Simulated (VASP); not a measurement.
Computed with revPBE GGA, VASP's PBE PAW potentials (set 64) (plane waves; VASP).

VASP ran on this input.

KPOINTS:
```
K-points
0
Gamma
9 9 9
0 0 0
```

### POSCAR
```
NiO
1.0
  4.1817730076   2.0890106172   2.0890106172
  2.0890106172   4.1817730076   2.0890106172
  2.0890106172   2.0890106172   4.1817730076
Ni O
2 2
Cartesian
  0.0000000000   0.0000000000   0.0000000000
  4.1798971210   4.1798971210   4.1798971210
  2.0899485605   2.0899485605   2.0899485605
  6.2698456815   6.2698456815   6.2698456815
```

INCAR:
```
GGA = RE   ! revPBE
LASPH = .True.   ! aspherical one-centre terms
ALGO = Normal
LORBIT = 10
MAGMOM = 1.4 -1.4 0.0 0.0
PREC = Accurate
ISIF = 4
ENCUT = 520   ! plane-wave cut-off (eV)
LCHARG = .False.
SYSTEM = NiO
EDIFF = 1E-7   ! SCF stop (eV)
SIGMA = 0.05
NELM = 100   ! most electronic steps
LWAVE = .False.
ISMEAR = 0
EDIFFG = -0.01
IBRION = 2   ! conjugate gradients
LMAXMIX = 4   ! l cut-off of mixed one-centre charges
NSW = 30   ! most ionic steps
LREAL = .False.   ! projection in real space or not
ISPIN = 2   ! spin-polarised
```

POTCAR, in this order: Ni O (PBE.64 set). Program: vasp_std.

Output

File OSZICAR:
```
       N       E                     dE             d eps       ncg     rms          rms(c)
DAV:   1     0.259085312738E+03    0.25909E+03   -0.15960E+04  6960   0.211E+03
DAV:   2     0.483639532153E+01   -0.25425E+03   -0.23787E+03  7024   0.408E+02
DAV:   3    -0.250390314810E+02   -0.29875E+02   -0.28380E+02  7796   0.158E+02
DAV:   4    -0.260071619548E+02   -0.96813E+00   -0.96164E+00  7644   0.303E+01
DAV:   5    -0.260340423539E+02   -0.26880E-01   -0.26871E-01  7988   0.474E+00    0.205E+01
DAV:   6    -0.233330657973E+02    0.27010E+01   -0.45169E+01 10176   0.110E+02    0.219E+01
DAV:   7    -0.218255188067E+02    0.15075E+01   -0.72288E+00  8732   0.828E+01    0.950E+00
DAV:   8    -0.220471047183E+02   -0.22159E+00   -0.21854E+00  7688   0.130E+01    0.627E+00
DAV:   9    -0.219670058207E+02    0.80099E-01   -0.20540E-01 10804   0.124E+01    0.170E+00
DAV:  10    -0.219877443663E+02   -0.20739E-01   -0.81356E-02  9636   0.437E+00    0.819E-01
DAV:  11    -0.219872723284E+02    0.47204E-03   -0.15858E-02 10796   0.353E+00    0.140E-01
DAV:  12    -0.219876992734E+02   -0.42695E-03   -0.40029E-03  7044   0.568E-01    0.104E-01
DAV:  13    -0.219876297544E+02    0.69519E-04   -0.32131E-04  9844   0.186E-01    0.468E-02
DAV:  14    -0.219876434840E+02   -0.13730E-04   -0.13347E-04  8964   0.206E-01    0.364E-02
DAV:  15    -0.219876408030E+02    0.26810E-05   -0.24577E-05  9456   0.841E-02    0.109E-02
DAV:  16    -0.219876408110E+02   -0.79863E-08   -0.47725E-06  9412   0.320E-02    0.277E-03
DAV:  17    -0.219876407063E+02    0.10476E-06   -0.26500E-07  5668   0.825E-03    0.742E-04
DAV:  18    -0.219876407353E+02   -0.29054E-07   -0.79118E-08  3568   0.371E-03
   1 F= -.21987641E+02 E0= -.21987641E+02  d E =-.219876E+02  mag=    -0.0000
       N       E                     dE             d eps       ncg     rms          rms(c)
DAV:   1    -0.219879274607E+02   -0.28675E-03   -0.11693E-02  7116   0.975E-01    0.120E-01
DAV:   2    -0.219878019095E+02    0.12555E-03   -0.18142E-04  9008   0.272E-01    0.693E-02
DAV:   3    -0.219877468369E+02    0.55073E-04   -0.50060E-05  9772   0.194E-01    0.298E-02
DAV:   4    -0.219877558683E+02   -0.90313E-05   -0.12748E-05  9612   0.707E-02    0.101E-02
DAV:   5    -0.219877546171E+02    0.12512E-05   -0.68519E-07  8824   0.266E-02    0.474E-03
DAV:   6    -0.219877545205E+02    0.96522E-07   -0.33022E-07  6296   0.122E-02
   2 F= -.21987755E+02 E0= -.21987755E+02  d E =-.113785E-03  mag=     0.0000
```

### OUTCAR
```
------------------------ aborting loop because EDIFF is reached ----------------------------------------
  FORCE on cell =-STRESS in cart. coord.  units (eV):
  Direction    XX          YY          ZZ          XY          YZ          ZX
  --------------------------------------------------------------------------------------
  Total        1.3606486      1.3606486      1.3606486     -0.0298310     -0.0298310     -0.0298310
  in kB       59.5416851     59.5416851     59.5416851     -1.3053999     -1.3053999     -1.3053999
  external PRESSURE =      59.5416851 kB  Pullay stress =       0.0000000 kB
  volume of cell :       36.61
      direct lattice vectors                 reciprocal lattice vectors
     4.179594042  2.085739071  2.085739071     0.358307032 -0.119280964 -0.119280964
     2.085739071  4.179594042  2.085739071    -0.119280964  0.358307032 -0.119280964
     2.085739071  2.085739071  4.179594042    -0.119280964 -0.119280964  0.358307032
 POSITION                                       TOTAL-FORCE (eV/Angst)
 -----------------------------------------------------------------------------------
      4.17148      6.26533      6.26533         0.000000      0.000000     -0.000000
      4.17554      4.17554      4.17554        -0.000000      0.000000     -0.000000
      2.08777      2.08777      2.08777         0.000000      0.000000      0.000000
      6.26330      6.26330      6.26330         0.000000     -0.000000      0.000000
 -----------------------------------------------------------------------------------
    total drift:                                0.000000     -0.000000     -0.000000
  FREE ENERGIE OF THE ION-ELECTRON SYSTEM (eV)
  ---------------------------------------------------
  free  energy   TOTEN  =       -21.9877545205 eV

  energy  without entropy=      -21.9877545205  energy(sigma->0) =      -21.98775452

 total charge

# of ion       s       p       d       tot
------------------------------------------
    1        0.326   0.396   8.253   8.975
    2        0.326   0.396   8.253   8.975
    3        1.566   3.417   0.000   4.982
    4        1.566   3.417   0.000   4.982
--------------------------------------------------
tot          3.782   7.626  16.507  27.915

 magnetization (x)

# of ion       s       p       d       tot
------------------------------------------
    1       -0.010  -0.014   1.388   1.364
    2        0.010   0.014  -1.388  -1.364
    3        0.000   0.000   0.000   0.000
    4        0.000   0.000   0.000   0.000
--------------------------------------------------
tot          0.000   0.000   0.000   0.000

 reached required accuracy - stopping structural energy minimisation
```
(Selected blocks of OUTCAR.)

**CONTCAR**
```
NiO
   1.00000000000000
     4.1795940418772943    2.0857390714146788    2.0857390714146788
     2.0857390714146788    4.1795940418772943    2.0857390714146788
     2.0857390714146788    2.0857390714146788    4.1795940418772943
  Ni              O
     2     2
Direct
     0.0000000000000000    1.0000000000000000    1.0000000000000000
     0.5000000000000000    0.5000000000000000    0.5000000000000000
     0.2500000000000000    0.2500000000000000    0.2500000000000000
     0.7500000000000000    0.7500000000000000    0.7500000000000000
```

**OUTCAR**
```
 val. band max:        7.3684122762   @ k =   0.3333   0.3333   0.1111

 cond. band min:       8.3747196679   @ k =   0.4444   0.2222   0.2222


 Fermi energy:         7.6117538365

 spin component 1

 k-point     1 :       0.0000    0.0000    0.0000
  band No.  band energies     occupation
      1     -12.2718      1.00000
      2     -10.9004      1.00000
      3      -0.0413      1.00000
      4       2.4930      1.00000
      5       2.4931      1.00000
      6       5.1502      1.00000
      7       5.1502      1.00000
      8       5.1769      1.00000
      9       5.5366      1.00000
     10       5.5367      1.00000
     11       5.6416      1.00000
     12       5.8821      1.00000
     13       5.8823      1.00000
     14       6.8052      1.00000
     15       6.8053      1.00000
     16       7.0770      1.00000
     17       9.4923      0.00000
     18       9.4926      0.00000
     19       9.6328      0.00000
     20      13.6220      0.00000

 k-point     2 :       0.1111    0.0000    0.0000
  band No.  band energies     occupation
      1     -12.1462      1.00000
      2     -10.8806      1.00000
      3       0.1730      1.00000
      4       2.4251      1.00000
      5       2.5282      1.00000
      6       3.9794      1.00000
      7       4.6315      1.00000
      8       4.6372      1.00000
      9       5.5844      1.00000
     10       5.8797      1.00000
     11       5.9024      1.00000
     12       6.0220      1.00000
     13       6.3946      1.00000
     14       6.8628      1.00000
     15       6.9062      1.00000
     16       7.0637      1.00000
     17       9.0952      0.00000
     18       9.4152      0.00000
     19      10.4513      0.00000
     20      14.3656      0.00000

 k-point     3 :       0.2222    0.0000    0.0000
  band No.  band energies     occupation
      1     -11.8095      1.00000
      2     -10.8281      1.00000
      3       0.7277      1.00000
...
```

The compound is NiO in the rock salt, AFM-II order structure. This cell is one point of a volume scan, at 0.97 of the reference volume. Symmetry was kept, so distortions that lower it aren't found.
